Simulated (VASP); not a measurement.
An input for Quantum ESPRESSO's pw.x (written as the equivalent of a VASP run, and not itself run):

```
&CONTROL
  calculation = 'scf'
  pseudo_dir = './pseudo'
  outdir = './out'
  tprnfor = .true.
  tstress = .true.
/
&SYSTEM
  ibrav = 0
  nat = 5
  ntyp = 3
  ecutwfc = 84
  occupations = 'smearing'
  smearing = 'gaussian'
  degauss = 0.003675
  input_dft = 'pbe'
  vdw_corr = 'grimme-d3'
  dftd3_version = 3
  dftd3_threebody = .false.
/
&ELECTRONS
  conv_thr = 7.3e-09
  electron_maxstep = 100
/
ATOMIC_SPECIES
  K 39.098 K.upf
  Ta 180.948 Ta.upf
  O 15.999 O.upf
CELL_PARAMETERS angstrom
     3.9340137    0.0000000    0.0000000
     0.0000000    3.9340137    0.0000000
     0.0000000    0.0000000    3.9340137
ATOMIC_POSITIONS crystal
  K    0.0000000  0.0000000  0.0000000
  Ta   0.5000000  0.5000000  0.5000000
  O    0.5000000  0.0000000  0.5000000
  O    0.0000000  0.5000000  0.5000000
  O    0.5000000  0.5000000  0.0000000
K_POINTS automatic
  6 6 6 0 0 0
```

Q: Translate this input to VASP (INCAR, KPOINTS, POSCAR, choice of POTCAR).

A: Several could match; the one computed here: 
**INCAR**
```
ALGO  =  Normal
EDIFF  =  1E-7
ENCUT  =  520
GGA  =  PE
ISIF  =  2
ISMEAR  =  0
IVDW  =  11
LASPH  =  T
LCHARG  =  F
LMAXMIX  =  6
LREAL  =  F
LWAVE  =  F
NELM  =  100
PREC  =  Accurate
SIGMA  =  0.05
SYSTEM  =  KTaO3
```

**POSCAR**
```
KTaO3
1
    3.9340137218     0.0000000000     0.0000000000
    0.0000000000     3.9340137218     0.0000000000
    0.0000000000     0.0000000000     3.9340137218
K Ta O
1 1 3
Direct
  0.0000000000   0.0000000000   0.0000000000
  0.5000000000   0.5000000000   0.5000000000
  0.5000000000   0.0000000000   0.5000000000
  0.0000000000   0.5000000000   0.5000000000
  0.5000000000   0.5000000000   0.0000000000
```

### KPOINTS
```
Automatic
0
G
  6 6 6
0 0 0
```

POTCAR, in this order: K_sv Ta_pv O (PBE.64 set). Program: vasp_std.

The two are equivalent in intent, not identical: the potentials are each code's own (VASP's PAW set, PseudoDojo norm-conserving files in pw.x), so ENCUT and ecutwfc are chosen apart and not converted; conv_thr bounds pw.x's estimated SCF error, while EDIFF bounds the energy change between steps.

The compound is KTaO3 in the cubic perovskite structure. This cell is one point of a volume scan, at 0.94 of the reference volume.
